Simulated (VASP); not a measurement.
All values below come from revPBE GGA, VASP's PBE PAW potentials (set 64) (plane waves; VASP 6.6.1).

VASP input:

### POSCAR
```
Hf
1.0
  1.5779717233  -2.7331271592   0.0000000000
  1.5779717233   2.7331271592   0.0000000000
  0.0000000000   0.0000000000   4.9897713653
Hf
2
Cartesian
  1.5779717233   0.9110442085   1.2474428413
  1.5779717233  -0.9110442085   3.7423285240
```

**KPOINTS**
```
Automatic
0
gamma
13 13 7
```

**INCAR**
```
# general
SYSTEM  = Hf
PREC    = Accurate
ENCUT   = 520
LREAL   = F
LASPH   = T

# electronic loop
EDIFF   = 1E-7
NELM    = 100
ALGO    = Normal
LMAXMIX = 6

# smearing
ISMEAR  = 1
SIGMA   = 0.1

# functional
GGA     = RE

# ions
IBRION  = 2
NSW     = 30
ISIF    = 4
EDIFFG  = -0.01

# output
LWAVE   = F
LCHARG  = F
```

POTCAR, in this order: Hf_pv (PBE.64 set). Program: vasp_std.

Output of the run:

**OSZICAR**
```
       N       E                     dE             d eps       ncg     rms          rms(c)
DAV:   1     0.480634522385E+02    0.48063E+02   -0.11762E+04  2352   0.136E+03
DAV:   2    -0.178118369682E+02   -0.65875E+02   -0.64593E+02  2940   0.270E+02
DAV:   3    -0.197276179015E+02   -0.19158E+01   -0.18859E+01  3162   0.307E+01
DAV:   4    -0.197447860217E+02   -0.17168E-01   -0.17141E-01  2736   0.358E+00
DAV:   5    -0.197450379613E+02   -0.25194E-03   -0.25186E-03  3202   0.350E-01    0.670E+01
DAV:   6    -0.192878746458E+02    0.45716E+00   -0.43739E-01  2508   0.528E+00    0.399E+01
DAV:   7    -0.191248188183E+02    0.16306E+00   -0.76826E-01  2520   0.671E+00    0.201E+00
DAV:   8    -0.191159490096E+02    0.88698E-02   -0.51613E-02  2658   0.176E+00    0.288E-01
DAV:   9    -0.191160475961E+02   -0.98586E-04   -0.10458E-03  3288   0.263E-01    0.206E-01
DAV:  10    -0.191160370692E+02    0.10527E-04   -0.77473E-05  2700   0.717E-02    0.365E-01
DAV:  11    -0.191160384719E+02   -0.14027E-05   -0.14679E-05  2862   0.320E-02    0.186E-02
DAV:  12    -0.191160389366E+02   -0.46470E-06   -0.10117E-06  3232   0.788E-03    0.946E-03
DAV:  13    -0.191160387745E+02    0.16209E-06   -0.32531E-08  1878   0.163E-03    0.377E-03
DAV:  14    -0.191160386840E+02    0.90548E-07   -0.43281E-09  1776   0.672E-04
   1 F= -.19116039E+02 E0= -.19115809E+02  d E =-.191160E+02
```

**OUTCAR**
```
------------------------ aborting loop because EDIFF is reached ----------------------------------------
  FORCE on cell =-STRESS in cart. coord.  units (eV):
  Direction    XX          YY          ZZ          XY          YZ          ZX
  --------------------------------------------------------------------------------------
  Total        1.9152772      1.9152771      1.9261674      0.0000000      0.0000000      0.0000000
  in kB       71.2972080     71.2972060     71.7026035      0.0000000      0.0000000      0.0000000
  external PRESSURE =      71.4323392 kB  Pullay stress =       0.0000000 kB
  volume of cell :       43.04
      direct lattice vectors                 reciprocal lattice vectors
     1.577971723 -2.733127159  0.000000000     0.316862459 -0.182940628  0.000000000
     1.577971723  2.733127159  0.000000000     0.316862459  0.182940628  0.000000000
     0.000000000  0.000000000  4.989771365     0.000000000  0.000000000  0.200409984
 POSITION                                       TOTAL-FORCE (eV/Angst)
 -----------------------------------------------------------------------------------
      1.57797      0.91104      1.24744        -0.000000      0.000000      0.000000
      1.57797     -0.91104      3.74233         0.000000     -0.000000      0.000000
 -----------------------------------------------------------------------------------
    total drift:                                0.000005      0.000177     -0.000015
  FREE ENERGIE OF THE ION-ELECTRON SYSTEM (eV)
  ---------------------------------------------------
  free  energy   TOTEN  =       -19.1160386840 eV

  energy  without entropy=      -19.1153499748  energy(sigma->0) =      -19.11580911

 reached required accuracy - stopping structural energy minimisation
```
(Selected blocks of OUTCAR.)

The compound is Hf in the hcp structure. This cell is one point of a volume scan, at 0.94 of the reference volume.
